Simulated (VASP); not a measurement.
Consider the following.

```
ZrS2
1.0
    1.86660    -3.23305     0.00000
    1.86660     3.23305     0.00000
    0.00000     0.00000     5.93640
Zr S
1 2
Cartesian
  0.00000   0.00000   0.00000
  1.86660   1.07768   1.48410
  1.86660  -1.07768   4.45230
```

Level of theory: optB88-vdW, VASP's PBE PAW potentials (set 64) (plane waves; VASP 6.6.1). Settings: 400 eV cut-off, 6×6×4 Γ-centred mesh, Gaussian smearing of 0.050 eV, potentials Zr_sv S.

Which forces act on the atoms, in eV/Å?

| atom | Fx | Fy | Fz |
|---|---|---|---|
| Zr1 | 0.000 | 0.000 | 0.000 |
| S2 | 0.000 | 0.000 | -0.534 |
| S3 | 0.000 | 0.000 | 0.534 |

Give the stress tensor in GPa (positive for a compressed cell).

```
-4.23   0.00   0.00
 0.00  -4.23   0.00
 0.00   0.00  -3.90
```
The pressure is its mean diagonal, -4.12 GPa.

The compound is ZrS2 in the 1T layered structure. The cell was not relaxed at this level. The run is one of a series of settings (AGGAC = 0.0, GGA = BO, LUSE_VDW = .TRUE., PARAM1 = 0.1833333333, PARAM2 = 0.22 against the base run), some of them coarse on purpose.
